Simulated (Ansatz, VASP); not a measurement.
## PtF2: VASP beside Ansatz

The input INCAR:

```
ALGO     = Normal         # electronic algorithm
EDIFF    = 1E-7           # SCF threshold, eV
ENCUT    = 520            # plane-wave cutoff, eV
GGA      = PE             # functional
ISIF     = 2              # what is computed and relaxed
ISMEAR   = 0              # smearing method
ISPIN    = 2              # spin polarisation
LASPH    = True           # aspherical terms in the spheres
LCHARG   = True           # write CHGCAR
LELF     = True           # ELF
LMAXMIX  = 4              # l up to which the mixer works
LORBIT   = 11             # projections on sites
LREAL    = False          # projectors in reciprocal space
LVHAR    = True         
LWAVE    = False          # write WAVECAR
MAGMOM   = 0.5 0 0        # initial moments
NELM     = 100            # most SCF steps
PREC     = Accurate       # precision mode
SIGMA    = 0.05           # smearing width, eV
```

File KPOINTS:

```
k-points
0
Gamma
  6 6 6
```

Contents of POSCAR:

```
PtF2
1.0
    0.0000000000      2.5525506100      2.5525506100
    2.5525506100      0.0000000000      2.5525506100
    2.5525506100      2.5525506100      0.0000000000
Pt F
1 2
Direct
    0.0000000000      0.0000000000      0.0000000000
    0.2500000000      0.2500000000      0.2500000000
    0.7500000000      0.7500000000      0.7500000000
```

File input.yaml:

```yaml
crystal:
  lattice:
    - [0.0, 2.55255061, 2.55255061]
    - [2.55255061, 0.0, 2.55255061]
    - [2.55255061, 2.55255061, 0.0]
  atoms:
    - { symbol: Pt, position: [0.0, 0.0, 0.0], spin: 0.5 }
    - { symbol: F, position: [0.25, 0.25, 0.25] }
    - { symbol: F, position: [0.75, 0.75, 0.75] }
hamiltonian:
  xc: pbe
  pseudopotentials: { kind: paw }
magnetization:
  spin_polarized: true
kpoints:
  mp_grid: { grid: [6, 6, 6] }
scf:
  occupations: { method: gaussian, width: 0.05 }
output:
  forces: true
  stress: true
  eigenvalues: true
```

The cell comes from a database or a generator and needn't be the stable form of this composition.

Alike in both runs: task single point; functional PBE; k mesh 6 × 6 × 6; occupations gaussian, width 0.05 eV; collinear spin, ferromagnetic start.

|  | VASP | Ansatz |
| --- | --- | --- |
| version | VASP 6.6.1 | Ansatz 0.2.0 |
| potentials or method | VASP PAW PBE potentials, release 64 (Pt, F) | Ansatz PAW |
| plane-wave cutoff (eV) | 520 | 420 |
| valence electrons in the cell | 24 | 32 |

```csv
,VASP,Ansatz,Ansatz less VASP
gap on the k mesh at the Fermi level (eV),none,none,-
net moment per atom (μB),0.45,0.45,0.000
size of the moment on the site where the two differ most (μB),1.02,0.88,-0.146
```

Site moments also hang on the region over which each program counts them. A gap of «none» marks a metal or a gap that the smearing closes. The functional is the same, so the differences come from potentials, cutoffs and numerics. The two sets of potentials don't hold the same shells in valence.

 Spin-orbit coupling is left out, which matters for the levels of Pt.
